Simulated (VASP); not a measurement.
Given:

```
InP
1.0
    0.00000     2.94554     2.94554
    2.94554     0.00000     2.94554
    2.94554     2.94554     0.00000
In P
1 1
Direct
  0.00000   0.00000   0.00000
  0.25000   0.25000   0.25000
```

All values below come from PBE GGA with D4 dispersion, VASP's PBE PAW potentials (set 64) (plane waves; VASP 6.6.1). Numerical set-up: 520 eV cut-off, 8×8×8 Γ-centred mesh, Gaussian smearing of 0.050 eV, potentials In_d P.

### Question
Give the energy at these volumes per atom, relative to the lowest: 24.00, 24.77, 25.54, 26.30, 27.07 Å³.

### Answer
21.6, 5.2, 0.0, 4.2, 16.4 meV/atom. A third-order Birch-Murnaghan fit gives B0 = 65.3 GPa and B0′ = 4.6.

Measured: bulk modulus 72.0 GPa at 0 K (computed value off by -9.2 %), as given by Daniel Mejia-Rodriguez et al., Physical Review B (2018), arXiv:1807.09216 [0 K value with the zero-point phonon effect removed]; a 5.858 Å at 0 K (computed value off by +0.6 %), as given by Daniel Mejia-Rodriguez et al., Physical Review B (2018), arXiv:1807.09216 [static lattice: zero-point anharmonic expansion removed].

The compound is InP in the zinc blende structure. It was relaxed first.
